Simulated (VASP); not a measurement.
Data:

```yaml
crystal:
  lattice:
    - [5.05671, 0.00000, 0.00000]
    - [0.00000, 3.26650, 0.00000]
    - [0.00000, 0.00000, 5.47788]
  atoms:
    - { symbol: Si, position: [0.82109, 0.75000, 0.58232] }
    - { symbol: Si, position: [0.17891, 0.25000, 0.41768] }
    - { symbol: Si, position: [0.67891, 0.25000, 0.08232] }
    - { symbol: Si, position: [0.32109, 0.75000, 0.91768] }
    - { symbol: Ni, position: [0.50795, 0.25000, 0.68852] }
    - { symbol: Ni, position: [0.49205, 0.75000, 0.31148] }
    - { symbol: Ni, position: [0.99205, 0.75000, 0.18852] }
    - { symbol: Ni, position: [0.00795, 0.25000, 0.81148] }
```

Level of theory: PBE GGA, VASP's PBE PAW potentials (set 64) (plane waves; VASP). Run with 300 eV cut-off, 5×8×5 Γ-centred mesh, Fermi-Dirac smearing of 0.10 eV, potentials Si Ni.

At this cut-off the stress carries a Pulay error, which pulls relaxed volumes low.

**Question.** Which forces act on the atoms, in eV/Å?

**Answer.** 
| atom | Fx | Fy | Fz |
|---|---|---|---|
| Si1 | 0.083 | 0.000 | 0.120 |
| Si2 | -0.083 | 0.000 | -0.120 |
| Si3 | -0.083 | 0.000 | 0.120 |
| Si4 | 0.083 | 0.000 | -0.120 |
| Ni5 | 0.153 | 0.000 | -0.195 |
| Ni6 | -0.153 | 0.000 | 0.195 |
| Ni7 | -0.153 | 0.000 | -0.195 |
| Ni8 | 0.153 | 0.000 | 0.195 |

**Question.** Give the stress tensor in GPa (positive for a compressed cell).

**Answer.** 
```
14.85   0.00   0.00
 0.00  16.62   0.00
 0.00   0.00  16.31
```
The pressure is its mean diagonal, 15.92 GPa.

The structure comes from a computed database's SiNi entry, a phase known from measurement. The cell was not relaxed at this level. The run is not spin-polarised, so no magnetic state was tried.
